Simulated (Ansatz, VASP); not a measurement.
# Y2S2N (Y2NS2 MXene monolayer): VASP beside Ansatz, part 2 of 2

Wanted: the spread between two codes on one cell, functional and k mesh. The structure shown is the start of the Ansatz relaxation below; VASP solves that cell, so the two are compared at the walk's first step.

VASP 6.6.1 and Ansatz 0.2.0.

So far: Starting point; Ansatz: relaxation, r2SCAN with D4.

## 3. VASP: single point, r2SCAN with D4, start cell

Level of this step: r2SCAN with D4, zero-moment start; plane waves and PAW (S, Y_sv, N) (VASP).

The same cell, functional, mesh and smearing now go to VASP, with its own data sets.

Lines of VASP's logs that name or quote its potential files are left out, and so is its time.

INCAR

```
SYSTEM = Y2S2N
PREC = Accurate
ENCUT = 580
EDIFF = 1E-06
NELM = 200
ISMEAR = -1
SIGMA = 0.05
LREAL = .FALSE.
ALGO = Normal
METAGGA = R2SCAN
IVDW = 13
VDW_S6 = 1
VDW_S8 = 0.6018749
VDW_A1 = 0.51559235
VDW_A2 = 5.77342911
LASPH = .TRUE.
NBANDS = 28
ISPIN = 2
MAGMOM = -0 -0 0 0 0
LMAXMIX = 4
LORBIT = 11
LWAVE = .FALSE.
LCHARG = .FALSE.
ISIF = 2
LDIPOL = .TRUE.
IDIPOL = 3
DIPOL = 0.5 0.5 0.5
LVHAR = .TRUE.
GGA_COMPAT = .FALSE.
NELMDL = -8
LMIXTAU = .TRUE.
KPAR = 2
```

POSCAR

```
Y2S2N
1.0
    3.4062600000      0.0000000000      0.0000000000
   -1.7031300000      2.9499080000      0.0000000000
    0.0000000000      0.0000000000     44.1610550000
S Y N
2 2 1
Direct
    0.3333332768      0.6666665537      0.4257144672
    0.6666667232      0.3333334463      0.5742855328
    0.6666667232      0.3333334463      0.4695655029
    0.3333332768      0.6666665537      0.5304344971
    0.0000000000      0.0000000000      0.5000000113
```

KPOINTS

```
Automatic mesh
0
Gamma
12 12 1
0 0 0
```

PAW data sets: S, Y_sv and N (PBE family, release 64).

The run is started by

```
mpirun -np 2 vasp_std
```

Numbers of over 12 decimals in the logs are rounded to 6 here.

The log of the run:

```text
[banner, memory and clock lines left out]
running    2 mpi-ranks, on    1 nodes
 distrk:  each k-point on    1 cores,    2 groups
 distr:  one band on    1 cores,    1 groups

 POSCAR found type information on POSCAR S Y N
 POSCAR found :  3 types and       5 ions
|                                                                             |
|               ----> ADVICE to this user running VASP <----                  |
|                                                                             |
|     You enforced a specific xc type in the INCAR file but a different       |
|     [... a line on the potential file left out ...]
|     I HOPE YOU KNOW WHAT YOU ARE DOING!                                     |
|                                                                             |

 LDA part: xc-table for (None), standard interpolation
 POSCAR, INCAR and KPOINTS ok, starting setup
 FFT: planning ... GRIDC
 FFT: planning ... GRID_SOFT
 FFT: planning ... GRID
 WAVECAR not read
 entering main loop
       N       E                     dE             d eps       ncg     rms          rms(c)
DAV:   1     0.242290496262E+03    0.24229E+03   -0.17414E+04  2672   0.113E+03
DAV:   2    -0.439325950640E+02   -0.28622E+03   -0.27823E+03  2928   0.263E+02
DAV:   3    -0.845847098035E+02   -0.40652E+02   -0.40110E+02  3248   0.801E+01
DAV:   4    -0.877964074786E+02   -0.32117E+01   -0.31775E+01  3648   0.218E+01
DAV:   5    -0.879065014262E+02   -0.11009E+00   -0.11001E+00  3172   0.401E+00
DAV:   6    -0.879097383331E+02   -0.32369E-02   -0.32364E-02  3416   0.671E-01
DAV:   7    -0.879098044870E+02   -0.66154E-04   -0.66152E-04  3228   0.953E-02
DAV:   8    -0.879098060779E+02   -0.15909E-05   -0.15906E-05  3416   0.146E-02    0.538E+01
DAV:   9    -0.798397710494E+02    0.80700E+01   -0.16512E+01  2664   0.210E+01    0.458E+01
DAV:  10    -0.767132814179E+02    0.31265E+01   -0.58684E+00  2404   0.132E+01    0.538E+00
[... 98 further cycles ...]
DAV: 109    -0.726998505013E+02    0.53012E-02   -0.47804E-03  2324   0.517E-01    0.278E-02
DAV: 110    -0.727001775628E+02   -0.32706E-03   -0.54121E-05  2960   0.468E-02    0.241E-02
DAV: 111    -0.727001215956E+02    0.55967E-04   -0.55315E-06  2468   0.183E-02    0.236E-02
DAV: 112    -0.727002856624E+02   -0.16407E-03   -0.13847E-06  2224   0.943E-03    0.241E-02
DAV: 113    -0.727011994122E+02   -0.91375E-03   -0.17454E-04  2152   0.101E-01    0.208E-02
DAV: 114    -0.726992067102E+02    0.19927E-02   -0.10415E-03  2144   0.243E-01    0.262E-02
DAV: 115    -0.727007885203E+02   -0.15818E-02   -0.82121E-04  2144   0.214E-01    0.221E-02
DAV: 116    -0.727014949585E+02   -0.70644E-03   -0.17513E-04  2624   0.101E-01    0.209E-02
DAV: 117    -0.727025123665E+02   -0.10174E-02   -0.18539E-04  2384   0.105E-01    0.227E-02
DAV: 118    -0.727025127296E+02   -0.36304E-06   -0.20579E-06  2720   0.822E-03
   1 F= -.73144578E+02 E0= -.73133805E+02  d E =-.215447E-01  mag=    -0.0001
```

Parts of OUTCAR (step 3):

```text
ion  position               nearest neighbor table
   1  0.333  0.667  0.426-   3 2.76   3 2.76   3 2.76
   2  0.667  0.333  0.574-   4 2.76   4 2.76   4 2.76
   3  0.667  0.333  0.470-   5 2.38   5 2.38   5 2.38   1 2.76   1 2.76   1 2.76   4 3.33   4 3.33
                             4 3.33
   4  0.333  0.667  0.530-   5 2.38   5 2.38   5 2.38   2 2.76   2 2.76   2 2.76   3 3.33   3 3.33
                             3 3.33
   5  0.000  0.000  0.500-   4 2.38   4 2.38   4 2.38   3 2.38   3 2.38   3 2.38

  LATTYP: Found a hexagonal cell.
 ALAT       =     3.4062600000
 C/A-ratio  =    12.9646753331

 Subroutine GETGRP returns: Found 12 space group operations
 (whereof 12 operations were pure point group operations)

The static configuration has the point symmetry D_3d.

 Found     19 irreducible k-points:

   k-points           NKPTS =     19   k-points in BZ     NKDIM =     19   number of bands    NBANDS=     28

   dimension x,y,z NGX =    28 NGY =   28 NGZ =  350
   dimension x,y,z NGXF=    56 NGYF=   56 NGZF=  700

   ENCUT  =  580.0 eV  42.63 Ry    6.53 a.u.   6.69  6.69 86.72*2*pi/ulx,y,z

   NELECT =      39.0000    total number of electrons

 k-points in reciprocal lattice and weights: Automatic mesh
   0.00000000  0.00000000  0.00000000       0.007
   0.08333333  0.00000000  0.00000000       0.042
   0.16666667  0.00000000  0.00000000       0.042
   0.25000000  0.00000000  0.00000000       0.042
   0.33333333  0.00000000  0.00000000       0.042
   0.41666667 -0.00000000  0.00000000       0.042
   0.50000000  0.00000000  0.00000000       0.021
   0.08333333  0.08333333  0.00000000       0.042
   0.16666667  0.08333333  0.00000000       0.083
[...]
0.33333333  0.25000000  0.00000000       0.083
   0.33333333  0.33333333  0.00000000       0.014

 dipolmoment           0.000000      0.000000     -0.000002 electrons x Angstroem

 average (electrostatic) potential at core
       1 -97.9684       2 -97.9684       3 -48.3592       4 -48.3592       5 -75.4351

 E-fermi :  -4.7105

 spin component 1
 k-point     1 :       0.0000    0.0000    0.0000
  band No.  band energies     occupation
    ...
     12      -9.4427      1.00000
     13      -7.8940      1.00000
     14      -7.8940      1.00000
     15      -7.2323      1.00000
     16      -6.2437      1.00000
     17      -4.3427      0.00064
     18      -4.3427      0.00064
     19      -3.9501      0.00000
     20      -3.9501      0.00000
     21      -2.3701      0.00000
    ...

 k-point     2 :       0.0833    0.0000    0.0000
  band No.  band energies     occupation
    ...
     12      -9.3074      1.00000
     13      -8.1308      1.00000
     14      -7.8733      1.00000
     15      -6.9694      1.00000
     16      -6.3487      1.00000
     17      -4.6231      0.14816
     18      -4.4154      0.00272
     19      -4.3891      0.00161
     20      -4.0811      0.00000
     21      -2.3384      0.00000
    ...

 k-point     3 :       0.1667    0.0000    0.0000
  band No.  band energies     occupation
    ...
     14      -7.8313      1.00000
     15      -6.7563      1.00000
     16      -6.4961      1.00000
     17      -5.3900      1.00000
     18      -5.2459      0.99998
     19      -4.5426      0.03361
     20      -4.3331      0.00053
     21      -2.9480      0.00000
     22      -1.8020      0.00000
     23      -1.0936      0.00000
    ...

 k-point     4 :       0.2500    0.0000    0.0000
  band No.  band energies     occupation
    ...
     15      -6.9643      1.00000
     16      -6.6730      1.00000
     17      -6.1650      1.00000
     18      -5.8747      1.00000
     19      -4.7571      0.71749
     20      -4.5599      0.04687
     21      -3.6241      0.00000
     22      -1.2858      0.00000
     23      -0.9197      0.00000
     24      -0.4129      0.00000
    ...

 k-point     5 :       0.3333    0.0000    0.0000
  band No.  band energies     occupation
    ...
     16      -7.1348      1.00000
     17      -6.6070      1.00000
     18      -6.0072      1.00000
     19      -4.9353      0.98897
     20      -4.7390      0.63845
     21      -4.1424      0.00001
     22      -1.1882      0.00000
     23      -0.5545      0.00000
     24       0.4005      0.00000
     25       0.5600      0.00000
    ...

 k-point     6 :       0.4167   -0.0000    0.0000
  band No.  band energies     occupation
    ...
     16      -7.4778      1.00000
     17      -6.4864      1.00000
     18      -6.0550      1.00000
     19      -5.0536      0.99895
     20      -4.8444      0.93564
     21      -4.4640      0.00717
     22      -1.3396      0.00000
     23       0.2654      0.00000
     24       1.1426      0.00000
     25       1.2395      0.00000
    ...

  DFT-D4 for vdW energy calculation

  Edisp (eV):   -0.44206

  Total       6.96803     6.96803    -1.09578    -0.00000     0.00000    -0.00000
  in kB      25.15907    25.15908    -3.95649    -0.00000     0.00000    -0.00000
  external pressure =       15.45 kB  Pullay stress =        0.00 kB

  energy-cutoff  :      580.00
  volume of cell :      443.74
      direct lattice vectors                 reciprocal lattice vectors
     3.406260000  0.000000000  0.000000000     0.293577120  0.169496811  0.000000000
    -1.703130000  2.949908000  0.000000000     0.000000000  0.338993623  0.000000000
     0.000000000  0.000000000 44.161055000     0.000000000  0.000000000  0.022644387

 POSITION                                       TOTAL-FORCE (eV/Angst)
 -----------------------------------------------------------------------------------
     -0.00000      1.96661     18.80000         0.000000     -0.000000      1.183466
      1.70313      0.98330     25.36105        -0.000000      0.000000     -1.183466
      1.70313      0.98330     20.73651        -0.000000      0.000000     -2.424886
     -0.00000      1.96661     23.42455         0.000000      0.000000      2.424886
      0.00000      0.00000     22.08053         0.000000      0.000000     -0.000000
 -----------------------------------------------------------------------------------
    total drift:                                0.000000      0.000000     -0.000580

  FREE ENERGIE OF THE ION-ELECTRON SYSTEM (eV)
  ---------------------------------------------------
  free  energy   TOTEN  =       -73.1445777226 eV

  energy  without entropy=      -73.1230330448  energy(sigma->0) =      -73.13380538

 vacuum level on the upper side and lower side of the slab         2.304         2.304

 total charge
# of ion       s       p       d       f       tot
--------------------------------------------------
    1        1.360   2.300   0.000   0.000   3.661
    2        1.360   2.300   0.000   0.000   3.661
    3        2.203   6.571   1.068   0.089   9.931
    4        2.203   6.571   1.068   0.089   9.931
    5        1.254   2.486   0.000   0.000   3.741
--------------------------------------------------
tot          8.380  20.228   2.137   0.178  30.924

 magnetization (x)
# of ion       s       p       d       f       tot
--------------------------------------------------
    1       -0.000  -0.000   0.000   0.000  -0.000
    2       -0.000  -0.000   0.000   0.000  -0.000
    3        0.000  -0.000  -0.000  -0.000  -0.000
    4        0.000  -0.000  -0.000  -0.000  -0.000
    5       -0.000  -0.000   0.000   0.000  -0.000
--------------------------------------------------
tot         -0.000  -0.000  -0.000  -0.000  -0.000

[... 6 further parts left out ...]
```

This run allows spin, but its moments start at zero, where symmetry between the spins tends to hold them. Its electron count is odd, so without a moment it is a metal by construction. The PAW data sets were made with PBE, which is usual practice but a small mismatch for other functionals.

## 4. Side by side

Known differences besides the potentials themselves: VASP keeps PBE cores, Ansatz makes them for the functional; Ansatz cuts the interaction across the vacuum, VASP repeats the sheet with a dipole correction; the cutoff is 500 eV in Ansatz and 580 eV in VASP. Total energies have different zeros and are not compared.

Forces (eV/Å; atoms numbered as in POSCAR):

```csv
atom,"Ansatz x, y, z","VASP x, y, z"
S1,"0.000, 0.000, 1.210","0.000, 0.000, 1.183"
S2,"0.000, 0.000, -1.210","0.000, 0.000, -1.183"
Y3,"0.000, 0.000, -2.410","0.000, 0.000, -2.425"
Y4,"0.000, 0.000, 2.410","0.000, 0.000, 2.425"
N5,"0.000, 0.000, 0.000","0.000, 0.000, 0.000"
```

The forces differ by 11 meV/Å r.m.s., which is 1.1 % of the r.m.s. force of 0.985 eV/Å (both taken over all components). VASP's last cycles still show a density residual of 2e-03, so its state may not be settled. Moments aren't recorded for both runs of this pair, so they may hold unlike magnetic states. With vacuum in the cell, a pressure given here is an average over mostly empty space and none of the material.

## 5. Summary of results

- r.m.s. force difference (single point, r2SCAN with D4, start cell): 1.1 % of the r.m.s. force

What this shows: The r.m.s. force difference is 1.1 % of the r.m.s. force (single point, r2SCAN with D4, start cell), within the 3 % picked in this series as the mark of a large difference. Such differences can come from data sets, numerical settings and the points named under the comparisons, not from the functional's error against experiment.

[Lines on the potential files, build, host, timing and source positions are cut from VASP's logs without a mark.]

[Logs are printed without paths, hosts, clocks, repeated set-up lines and the standing remarks that a program may print on its own settings, such as how far it seeks lower states.]

[Hosts, paths, dates, database ids (printed as entryN), source tags and the programs' standing remarks are cut or masked in the printed files.]
